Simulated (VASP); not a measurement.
Data:

```cif
data_CSi
_chemical_formula_sum 'Si1 C1'
_space_group_name_H-M_alt 'P 1'
_space_group_IT_number 1
_cell_length_a 3.07981
_cell_length_b 3.07981
_cell_length_c 3.07981
_cell_angle_alpha 60.000
_cell_angle_beta 60.000
_cell_angle_gamma 60.000
loop_
_space_group_symop_operation_xyz
  'x, y, z'
loop_
_atom_site_label
_atom_site_type_symbol
_atom_site_fract_x
_atom_site_fract_y
_atom_site_fract_z
_atom_site_occupancy
Si1 Si 0.00000 0.00000 0.00000 1
C1 C 0.25000 0.25000 0.25000 1
```

Computed with r2SCAN meta-GGA, VASP's PBE PAW potentials (set 64) (plane waves; VASP). Settings: 520 eV cut-off, 10×10×10 Γ-centred mesh, Gaussian smearing of 0.050 eV, potentials Si C.

Q: Give the energy at these volumes per atom, relative to the lowest: 9.71, 10.02, 10.33, 10.64, 10.95 Å³.

A: 29.3, 7.0, 0.0, 6.2, 23.7 meV/atom. A third-order Birch-Murnaghan fit gives B0 = 227 GPa and B0′ = 3.9.

Measured: bulk modulus 229 GPa at 0 K (computed value off by -1.0 %), as given by Daniel Mejia-Rodriguez et al., Physical Review B (2018), arXiv:1807.09216 [0 K value with the zero-point phonon effect removed]; a 4.346 Å at 0 K (computed value off by +0.2 %), as given by Daniel Mejia-Rodriguez et al., Physical Review B (2018), arXiv:1807.09216 [static lattice: zero-point anharmonic expansion removed].

The compound is SiC in the zinc blende structure. It was relaxed first.
